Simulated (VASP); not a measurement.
Write the native input for VASP 6.6.1 that does the following.

```
Task                   : single point
Functional             : PBE
Potentials or basis    : VASP PAW PBE potentials, release 64 (Mg, O)
Cutoff                 : 520 eV
k mesh                 : 9 × 9 × 9
Occupations            : fermi-dirac, width 0.1 eV
Spin                   : no spin polarisation
Dipole correction      : no
Further INCAR settings : ALGO = Fast; EDIFF = 1e-07; NBANDS = 11
```

The structure of MgO lies in POSCAR:

```
MgO
1.0
    0.0000000000      2.1515000000      2.1515000000
    2.1515000000      0.0000000000      2.1515000000
    2.1515000000      2.1515000000      0.0000000000
Mg O
1 1
Direct
    0.0000000000      0.0000000000      0.0000000000
    0.5000000000      0.5000000000      0.5000000000
```

The input as run:

INCAR

```
SYSTEM = MgO
PREC = Accurate
ENCUT = 520
EDIFF = 1E-7
ISMEAR = -1
SIGMA = 0.1
LREAL = .FALSE.
LASPH = .TRUE.
NELM = 100
ALGO = Fast
ISIF = 2
LWAVE = .FALSE.
LCHARG = .TRUE.
GGA = PE
LELF = .TRUE.
LVHAR = .TRUE.
NBANDS = 11
```

KPOINTS

```
Automatic mesh
0
G
  9 9 9
  0 0 0
```

Potentials or basis: VASP PAW PBE potentials, release 64 (Mg, O).

The run is started by

```bash
$ cat potpaw_PBE.64/Mg/POTCAR potpaw_PBE.64/O/POTCAR > POTCAR
$ mpirun -np 1 vasp_std > vasp.out
```

Results of the run:

| Property | Result |
| --- | --- |
| Pressure | -5.5 GPa |
| Band gap on the k mesh | 4.13 eV, direct |

It took 9 s on 1 thread of AMD EPYC 9R14 (Zen 4), with other jobs on the host, peak memory 0.11 GiB.
